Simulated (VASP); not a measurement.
Consider the following.

```
CdSe
1.0
    2.14257    -3.71103     0.00000
    2.14257     3.71103     0.00000
    0.00000     0.00000     6.98335
Cd Se
2 2
Direct
  0.66667   0.33333   0.50000
  0.33333   0.66667   0.00000
  0.66667   0.33333   0.87600
  0.33333   0.66667   0.37600
```

Level of theory: AM05 GGA, VASP's PBE PAW potentials (set 64) (plane waves; VASP). Run with 520 eV cut-off, 6×6×3 Γ-centred mesh, Gaussian smearing of 0.050 eV, potentials Cd Se.

### Question
Give the stress tensor in GPa (positive for a compressed cell).

### Answer

```
1.59  0.00  0.00
0.00  1.59  0.00
0.00  0.00  1.67
```
The pressure is its mean diagonal, 1.62 GPa.

The compound is CdSe in the wurtzite structure. This cell is one point of a volume scan, at 0.97 of the reference volume.
